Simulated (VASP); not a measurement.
Consider the following.

```
CoSi
1.0
    4.33138     0.00000     0.00000
    0.00000     4.33138     0.00000
    0.00000     0.00000     4.33138
Co Si
4 4
Cartesian
  3.69563   2.80143   1.52994
  1.52994   3.69563   2.80143
  0.63575   0.63575   0.63575
  2.80143   1.52994   3.69563
  0.67659   1.48910   2.84227
  2.84227   0.67659   1.48910
  3.65479   3.65479   3.65479
  1.48910   2.84227   0.67659
```

Method: PBEsol GGA, VASP's PBE PAW potentials (set 64) (plane waves; VASP). Settings: 500 eV cut-off, 7×7×7 Γ-centred mesh, first-order Methfessel-Paxton smearing of 0.10 eV, potentials Co Si.

Energy and stress use the plane-wave basis of the starting cell.

**Question.** The ions, cell shape and volume at an external pressure of 20.0 GPa are relaxed. Which structure does the run end with?

**Answer.** 
```
CoSi
1.0
    4.28518     0.00000     0.00000
    0.00000     4.28518     0.00000
    0.00000     0.00000     4.28518
Co Si
4 4
Cartesian
  3.65329   2.77448   1.51070
  1.51070   3.65329   2.77448
  0.63189   0.63189   0.63189
  2.77448   1.51070   3.65329
  0.66786   1.47473   2.81045
  2.81045   0.66786   1.47473
  3.61731   3.61731   3.61731
  1.47473   2.81045   0.66786
```
Space group P2_13 (198), at a tolerance of 0.03 Å.

**Question.** How do energy and volume change from the first to the last step?

**Answer.** The energy (σ→0) changes by +29.9 meV/atom and the volume by -3.2 %, in 6 ionic steps.

```
step  E(σ→0) (eV)  max force (eV/Å)  pressure (GPa)  volume (Å³)
----  -----------  ----------------  --------------  -----------
1        -59.7270             0.004           10.07        81.26
2        -58.5953             0.208           43.02        74.08
3        -59.4964             0.067           19.79        78.76
4        -59.4902             0.068           20.02        78.71
5        -59.4890             0.032           20.03        78.70
6        -59.4877             0.009           20.03        78.69
```

The compound is CoSi in the B20 structure. This run relaxes it under an external pressure of 20 GPa. Symmetry was kept, so distortions that lower it aren't found. The run is not spin-polarised, so no magnetic state was tried.
